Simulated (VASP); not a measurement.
Computed with optB88-vdW, VASP's PBE PAW potentials (set 64) (plane waves; VASP 6.6.1).

The input files of a VASP run:

**KPOINTS**
```
Automatic
0
gamma
7 7 7
```

**POSCAR**
```
NaI
1
    0.0000000000     3.1886233864     3.1886233864
    3.1886233864     0.0000000000     3.1886233864
    3.1886233864     3.1886233864     0.0000000000
Na I
1 1
Direct
  0.0000000000   0.0000000000   0.0000000000
  0.5000000000   0.5000000000   0.5000000000
```

INCAR:
```
SYSTEM = NaI
PREC = Accurate; ENCUT = 520; LREAL = F
LASPH = T
EDIFF = 1E-7; NELM = 100; ALGO = Normal
LMAXMIX = 4
ISMEAR = 0; SIGMA = 0.05
GGA = BO; LUSE_VDW = T; AGGAC = 0.0
PARAM1 = 0.1833333333; PARAM2 = 0.22
ISIF = 2
LWAVE = F; LCHARG = F
```

POTCAR, in this order: Na_pv I (PBE.64 set). Program: vasp_std.

The run wrote:

OSZICAR:
```
       N       E                     dE             d eps       ncg     rms          rms(c)
DAV:   1     0.799727143459E+02    0.79973E+02   -0.69171E+03   440   0.116E+03
DAV:   2     0.480389970598E+01   -0.75169E+02   -0.70694E+02   451   0.228E+02
DAV:   3    -0.128086622493E+01   -0.60848E+01   -0.60448E+01   533   0.697E+01
DAV:   4    -0.145775288260E+01   -0.17689E+00   -0.17680E+00   521   0.123E+01
DAV:   5    -0.146257952819E+01   -0.48266E-02   -0.48266E-02   525   0.206E+00    0.142E+00
DAV:   6    -0.139418537851E+01    0.68394E-01   -0.10312E-01   497   0.190E+00    0.923E-01
DAV:   7    -0.138559276506E+01    0.85926E-02   -0.73945E-02   503   0.163E+00    0.538E-01
DAV:   8    -0.138768136093E+01   -0.20886E-02   -0.45290E-03   464   0.743E-01    0.148E-01
DAV:   9    -0.138763597147E+01    0.45389E-04   -0.14504E-04   518   0.133E-01    0.397E-02
DAV:  10    -0.138764374392E+01   -0.77724E-05   -0.36557E-05   491   0.676E-02    0.103E-02
DAV:  11    -0.138764346150E+01    0.28243E-06   -0.52552E-06   482   0.234E-02    0.203E-03
DAV:  12    -0.138764355609E+01   -0.94592E-07   -0.45299E-07   497   0.532E-03
   1 F= -.13876436E+01 E0= -.13876436E+01  d E =-.130667E-12
```

OUTCAR:
```
------------------------ aborting loop because EDIFF is reached ----------------------------------------
  FORCE on cell =-STRESS in cart. coord.  units (eV):
  Direction    XX          YY          ZZ          XY          YZ          ZX
  --------------------------------------------------------------------------------------
  Total        0.2112644      0.2112644      0.2112644      0.0000000      0.0000000     -0.0000000
  in kB        5.2203218      5.2203218      5.2203218      0.0000000      0.0000000     -0.0000000
  external PRESSURE =       5.2203218 kB  Pullay stress =       0.0000000 kB
  volume of cell :       64.84
      direct lattice vectors                 reciprocal lattice vectors
     0.000000000  3.188623386  3.188623386    -0.156807481  0.156807481  0.156807481
     3.188623386  0.000000000  3.188623386     0.156807481 -0.156807481  0.156807481
     3.188623386  3.188623386  0.000000000     0.156807481  0.156807481 -0.156807481
  FREE ENERGIE OF THE ION-ELECTRON SYSTEM (eV)
  ---------------------------------------------------
  free  energy   TOTEN  =        -1.3876435561 eV

  energy  without entropy=       -1.3876435561  energy(sigma->0) =       -1.38764356
```
(Selected blocks of OUTCAR.)

The compound is NaI in the rock salt structure. This cell is one point of a volume scan, at 0.97 of the reference volume.
